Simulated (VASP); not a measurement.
Here is the system:

```xyz
1
Lattice="0.0000 2.0049 2.0049 2.0049 0.0000 2.0049 2.0049 2.0049 0.0000" Properties=species:S:1:pos:R:3 pbc="T T T"
Al     0.0000     0.0000     0.0000
```

Calculation: MS2 meta-GGA, VASP's PBE PAW potentials (set 64) (plane waves; VASP). Settings: 520 eV cut-off, 17×17×17 Γ-centred mesh, tetrahedra with Blöchl corrections, potentials Al.

Task: What does the run give for the energy per atom (σ→0), band gap (over mesh and band path) with the smallest direct gap where there is one?

Result: 
```json
{
  "band gap (over mesh and band path)": "none (metal, semimetal or under 0.01 eV)",
  "energy per atom (σ→0)": "-7.627 eV/atom"
}
```

The compound is Al in the fcc structure. It was relaxed first.
